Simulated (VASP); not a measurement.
Output of a VASP run:

File OUTCAR:
```
 ion  position               nearest neighbor table
   1  0.000  0.000  0.000-   2 2.61   2 2.61   2 2.61   2 2.61
   2  0.750  0.750  0.750-   1 2.61   1 2.61   1 2.61   1 2.61
  LATTYP: Found a face centered cubic cell.
 ALAT       =     6.0257120000
 Subroutine PRICEL returns:
 Original cell was already a primitive cell.
 Subroutine GETGRP returns: Found 24 space group operations
The static configuration has the point symmetry T_d .
The dynamic configuration has the point symmetry T_d .
 Subroutine INISYM returns: Found 24 space group operations
 Subroutine IBZKPT returns following result:
 Found     10 irreducible k-points:

 Following reciprocal coordinates:
            Coordinates               Weight
  0.000000  0.000000  0.000000      1.000000
  0.200000  0.000000  0.000000      8.000000
  0.400000  0.000000  0.000000      8.000000
  0.200000  0.200000  0.000000      6.000000
  0.400000  0.200000  0.000000     24.000000
 -0.400000  0.200000  0.000000     24.000000
 -0.200000  0.200000  0.000000     12.000000
  0.400000  0.400000  0.000000      6.000000
 -0.400000  0.400000  0.000000     12.000000
 -0.400000  0.400000  0.200000     24.000000
 Subroutine IBZKPT_HF returns following result:
   k-points           NKPTS =     10   k-points in BZ     NKDIM =    125   number of bands    NBANDS=     13
   number of dos      NEDOS =    301   number of ions     NIONS =      2
   total plane-waves  NPLWV =  13824
   dimension x,y,z NGX =    24 NGY =   24 NGZ =   24
   dimension x,y,z NGXF=    48 NGYF=   48 NGZF=   48
   ions per type =               1   1
   PREC   = accura    normal or accurate (medium, high low for compatibility)
   ISTART =      0    job   : 0-new  1-cont  2-samecut
   ICHARG =      2    charge: 1-file 2-atom 10-const
   ISPIN  =      1    spin polarized calculation?
   LNONCOLLINEAR =      F non collinear calculations
   LSORBIT =      F    spin-orbit coupling
   INIWAV =      1    electr: 0-lowe 1-rand  2-diag
   ENCUT  =  300.0 eV  22.05 Ry    4.70 a.u.   6.02  6.02  6.02*2*pi/ulx,y,z
   NELM   =    100;   NELMIN=  2; NELMDL= -5     # of ELM steps
   EDIFF  = 0.1E-05   stopping-criterion for ELM
   LREAL  =      F    real-space projection
   NLSPLINE    = F    spline interpolate recip. space projectors
   LMAXMIX     =    4 max onsite mixed and CHGCAR
   VOSKOWN=      0    Vosko Wilk Nusair interpolation
   EDIFFG = 0.1E-04   stopping-criterion for IOM
   NSW    =      0    number of steps for IOM
   NBLOCK =      1;   KBLOCK =      1    inner block; outer block
   IBRION =     -1    ionic relax: 0-MD 1-quasi-New 2-CG
   NFREE  =      0    steps in history (QN), initial steepest desc. (CG)
   ISIF   =      2    stress and relaxation
   ISYM   =      3    0-nonsym 1-usesym 2-fastsym
   TEIN   =    0.0    initial temperature
   TEBEG  =    0.0;   TEEND  =   0.0 temperature during run
   SMASS  =  -3.00    Nose mass-parameter (am)
   PSTRESS=    0.0 pullay stress
   NELECT =      18.0000    total number of electrons
   EFERMI =   0.00;   METHOD = LEGACY
   ISMEAR =     0;   SIGMA  =   0.01  broadening in eV -4-tet -1-fermi 0-gaus
   IALGO  =     38    algorithm
   LDIAG  =      T    sub-space diagonalisation (order eigenvalues)
   IMIX   =      1    mixing-type and parameters
     AMIX     =   0.40;   BMIX     =  1.00
     AMIX_MAG =   1.60;   BMIX_MAG =  1.00
     AMIN     =   0.10
   GGA     = PE    functional components
   VOSKOWN =     0    Vosko Wilk Nusair interpolation
   LHFCALC =     T    Hartree Fock is set to
   NKREDX  =     1    reduce k-point grid by
   AEXX    =    0.2500 exact exchange contribution
   HFSCREEN=    0.2000 screening length (either q_TF or 0.3 A-1)
   HFRCUT  =    0.0000 spherical cutoff for potential kernel
   AGGAX   =    0.7500 GGA exchange part
   ALDAC   =    1.0000 LDA correlation
   AGGAC   =    1.0000 GGA correlation
  energy-cutoff  :      300.00
  volume of cell :       54.70
      direct lattice vectors                 reciprocal lattice vectors
...
```

File OSZICAR:
```
       N       E                     dE             d eps       ncg     rms          rms(c)
DAV:   1    -0.147910766530E+04   -0.14791E+04   -0.70896E+03   276   0.798E+02
DAV:   2    -0.155477716716E+04   -0.75670E+02   -0.72796E+02   320   0.230E+02
DAV:   3    -0.155753846812E+04   -0.27613E+01   -0.27576E+01   280   0.439E+01
DAV:   4    -0.155755223421E+04   -0.13766E-01   -0.13761E-01   310   0.304E+00
DAV:   5    -0.713584317622E+01    0.15504E+04   -0.95522E+00   260   0.407E+01    0.909E+00
DAV:   6    -0.681864543969E+01    0.31720E+00   -0.81583E-01   270   0.731E+00    0.574E+00
DAV:   7    -0.680769139525E+01    0.10954E-01   -0.24593E-01   275   0.335E+00    0.380E+00
DAV:   8    -0.681053530159E+01   -0.28439E-02   -0.18837E-02   290   0.106E+00    0.220E+00
DAV:   9    -0.680807319779E+01    0.24621E-02   -0.10480E-03   280   0.316E-01    0.124E+00
DAV:  10    -0.680715697767E+01    0.91622E-03   -0.74982E-04   285   0.198E-01    0.681E-01
DAV:  11    -0.680695212635E+01    0.20485E-03   -0.25184E-04   285   0.116E-01    0.382E-01
DAV:  12    -0.680691220163E+01    0.39925E-04   -0.69067E-05   280   0.712E-02    0.217E-01
DAV:  13    -0.680691244163E+01   -0.24001E-06   -0.26082E-05   280   0.462E-02    0.123E-01
DAV:  14    -0.680692084792E+01   -0.84063E-05   -0.11401E-05   280   0.298E-02    0.707E-02
DAV:  15    -0.680692819379E+01   -0.73459E-05   -0.48684E-06   275   0.186E-02    0.408E-02
DAV:  16    -0.680693291909E+01   -0.47253E-05   -0.21197E-06   269   0.117E-02    0.239E-02
DAV:  17    -0.680693575874E+01   -0.28397E-05   -0.94713E-07   211   0.756E-03    0.142E-02
DAV:  18    -0.680693714001E+01   -0.13813E-05   -0.47515E-07   200   0.527E-03    0.866E-03
DAV:  19    -0.680693794190E+01   -0.80189E-06   -0.21958E-07   195   0.348E-03
   1 F= -.68069379E+01 E0= -.68069379E+01  d E =-.181260E-46
```

File OUTCAR:
```
------------------------ aborting loop because EDIFF is reached ----------------------------------------
  FORCE on cell =-STRESS in cart. coord.  units (eV):
  Direction    XX          YY          ZZ          XY          YZ          ZX
  --------------------------------------------------------------------------------------
  Total        1.2169384      1.2169384      1.2169384      0.0000000      0.0000000     -0.0000000
  in kB       35.6462679     35.6462679     35.6462679      0.0000000      0.0000000     -0.0000000
  external PRESSURE =      35.6462679 kB  Pullay stress =       0.0000000 kB
  volume of cell :       54.70
      direct lattice vectors                 reciprocal lattice vectors
     0.000000000  3.012856000  3.012856000    -0.165955492  0.165955492  0.165955492
     3.012856000  0.000000000  3.012856000     0.165955492 -0.165955492  0.165955492
     3.012856000  3.012856000  0.000000000     0.165955492  0.165955492 -0.165955492
  FREE ENERGIE OF THE ION-ELECTRON SYSTEM (eV)
  ---------------------------------------------------
  free  energy   TOTEN  =        -6.8069379419 eV

  energy  without entropy=       -6.8069379419  energy(sigma->0) =       -6.80693794

  exchange ACFDT corr.  =         0.00000000  see jH, gK, PRB 81, 115126
```
(Selected blocks of OUTCAR.)

POSCAR:
```
CdSe
1
    0.0000000000     3.0128560000     3.0128560000
    3.0128560000     0.0000000000     3.0128560000
    3.0128560000     3.0128560000     0.0000000000
Cd Se
1 1
Direct
  0.0000000000   0.0000000000   0.0000000000
  0.7500000000   0.7500000000   0.7500000000
```

### Question
Write an INCAR and KPOINTS that could have produced this output.

### Answer
Several could match; the one computed here: the input of the run itself, HSE06 screened hybrid, plane waves, VASP's PBE PAW potentials (set 64).

INCAR:
```
! general
SYSTEM  =CdSe
PREC    =Accurate
ENCUT   =300
LREAL   =F
LASPH   =T
ISYM    =3

! electronic loop
EDIFF   =1E-6
NELM    =100
ALGO    =Normal
LMAXMIX =4

! smearing
ISMEAR  =0
SIGMA   =0.01

! functional
GGA     =PE
LHFCALC =T
AEXX    =0.25
HFSCREEN=0.2
PRECFOCK=Fast

! ions
ISIF    =2

! output
LWAVE   =F
LCHARG  =F
```

File KPOINTS:
```
Automatic mesh
0
Gamma
5 5 5
0 0 0
```

POTCAR, in this order: Cd Se (PBE.64 set). Program: vasp_std.

At this cut-off the stress carries a Pulay error, which pulls relaxed volumes low.

The structure comes from a computed database's CdSe entry; how it stands against other phases isn't given here. The cell was not relaxed at this level. The run is one of a series of settings (HFRCUT removed, HFSCREEN = 0.2 against the base run), some of them coarse on purpose.
